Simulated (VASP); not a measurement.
Method: PBEsol GGA, VASP's PBE PAW potentials (set 64) (plane waves; VASP).

Input for VASP

### INCAR
```
ALGO = Normal
EDIFF = 1E-6
EDIFFG = -0.02
ENCUT = 620
GGA = PS
IBRION = 2
ISIF = 3
ISMEAR = 0
LASPH = .True.
LCHARG = .False.
LREAL = .False.
LWAVE = .False.
NELM = 100
NSW = 40
PREC = Accurate
PSTRESS = 200
SIGMA = 0.05
SYSTEM = AlN
```

File KPOINTS:
```
Automatic mesh
0
G
 11 11 11
```

POSCAR:
```
AlN
1
   -0.0000000000     2.1281858891     2.1281858891
    2.1281858891    -0.0000000000     2.1281858891
    2.1281858891     2.1281858891    -0.0000000000
Al N
1 1
Direct
  0.0000000000   0.0000000000   0.0000000000
  0.2500000000   0.2500000000   0.2500000000
```

POTCAR, in this order: Al N (PBE.64 set). Program: vasp_std.

The run wrote:

File OUTCAR:
```
 ion  position               nearest neighbor table
   1  0.000  0.000  0.000-   2 1.84   2 1.84   2 1.84   2 1.84
   2  0.250  0.250  0.250-   1 1.84   1 1.84   1 1.84   1 1.84
  LATTYP: Found a face centered cubic cell.
 ALAT       =     4.2563717782
 Subroutine PRICEL returns:
 Original cell was already a primitive cell.
 Subroutine GETGRP returns: Found 24 space group operations
The static configuration has the point symmetry T_d .
The dynamic configuration has the point symmetry T_d .
 Subroutine INISYM returns: Found 24 space group operations
 Subroutine IBZKPT returns following result:
 Found     56 irreducible k-points:

 Following reciprocal coordinates:
            Coordinates               Weight
  0.000000  0.000000  0.000000      1.000000
  0.090909  0.000000  0.000000      8.000000
  0.181818  0.000000  0.000000      8.000000
  0.272727  0.000000  0.000000      8.000000
  0.363636  0.000000  0.000000      8.000000
  0.454545  0.000000  0.000000      8.000000
  0.090909  0.090909  0.000000      6.000000
  0.181818  0.090909  0.000000     24.000000
  0.272727  0.090909  0.000000     24.000000
  0.363636  0.090909  0.000000     24.000000
  0.454545  0.090909  0.000000     24.000000
 -0.454545  0.090909  0.000000     24.000000
 -0.363636  0.090909  0.000000     24.000000
 -0.272727  0.090909  0.000000     24.000000
 -0.181818  0.090909  0.000000     24.000000
 -0.090909  0.090909  0.000000     12.000000
  0.181818  0.181818  0.000000      6.000000
  0.272727  0.181818  0.000000     24.000000
  0.363636  0.181818  0.000000     24.000000
  0.454545  0.181818  0.000000     24.000000
 -0.454545  0.181818  0.000000     24.000000
 -0.363636  0.181818  0.000000     24.000000
 -0.272727  0.181818  0.000000     24.000000
 -0.181818  0.181818  0.000000     12.000000
...
```

**OSZICAR**
```
       N       E                     dE             d eps       ncg     rms          rms(c)
DAV:   1     0.152792037943E+02    0.15279E+02   -0.45877E+03   912   0.988E+02
DAV:   2    -0.172598824147E+02   -0.32539E+02   -0.31302E+02  1192   0.176E+02
DAV:   3    -0.179104176827E+02   -0.65054E+00   -0.65054E+00  1104   0.307E+01
DAV:   4    -0.179124908379E+02   -0.20732E-02   -0.20732E-02  1312   0.166E+00
DAV:   5    -0.179124959353E+02   -0.50974E-05   -0.50974E-05  1120   0.598E-02    0.871E+00
DAV:   6    -0.155692401366E+02    0.23433E+01   -0.12226E+01  1064   0.244E+01    0.305E+00
DAV:   7    -0.155315080564E+02    0.37732E-01   -0.13702E-01  1016   0.346E+00    0.204E+00
DAV:   8    -0.155140659576E+02    0.17442E-01   -0.17832E-02  1024   0.188E+00    0.386E-01
DAV:   9    -0.155138630520E+02    0.20291E-03   -0.63590E-04  1280   0.216E-01    0.209E-01
DAV:  10    -0.155139042137E+02   -0.41162E-04   -0.10943E-04  1032   0.926E-02    0.543E-02
DAV:  11    -0.155139025811E+02    0.16326E-05   -0.40820E-06  1064   0.188E-02    0.853E-03
DAV:  12    -0.155139027789E+02   -0.19781E-06   -0.16263E-07   560   0.495E-03
   1 F= -.13107446E+02 E0= -.13107446E+02  d E =-.131074E+02
```

**OUTCAR**
```
------------------------ aborting loop because EDIFF is reached ----------------------------------------
  FORCE on cell =-STRESS in cart. coord.  units (eV):
  Direction    XX          YY          ZZ          XY          YZ          ZX
  --------------------------------------------------------------------------------------
  Total        2.3927580      2.3927580      2.3927580      0.0000000      0.0000000     -0.0000000
  in kB      198.8614867    198.8614867    198.8614867      0.0000000      0.0000000     -0.0000000
  external PRESSURE =      -1.1385133 kB  Pullay stress =     200.0000000 kB
  volume of cell :       19.28
      direct lattice vectors                 reciprocal lattice vectors
     0.000000000  2.128185889  2.128185889    -0.234941883  0.234941883  0.234941883
     2.128185889  0.000000000  2.128185889     0.234941883 -0.234941883  0.234941883
     2.128185889  2.128185889  0.000000000     0.234941883  0.234941883 -0.234941883
  FREE ENERGIE OF THE ION-ELECTRON SYSTEM (eV)
  ---------------------------------------------------
  free  energy   TOTEN  =       -15.5139027789 eV

  energy  without entropy=      -15.5139027789  energy(sigma->0) =      -15.51390278
  enthalpy is  TOTEN    =       -13.1074458846 eV   P V=        2.4064568943

 reached required accuracy - stopping structural energy minimisation
```
(Selected blocks of OUTCAR.)

The compound is AlN in the zinc blende structure, a metastable form; wurtzite is the usual one. It was relaxed first under an external pressure of 20 GPa.
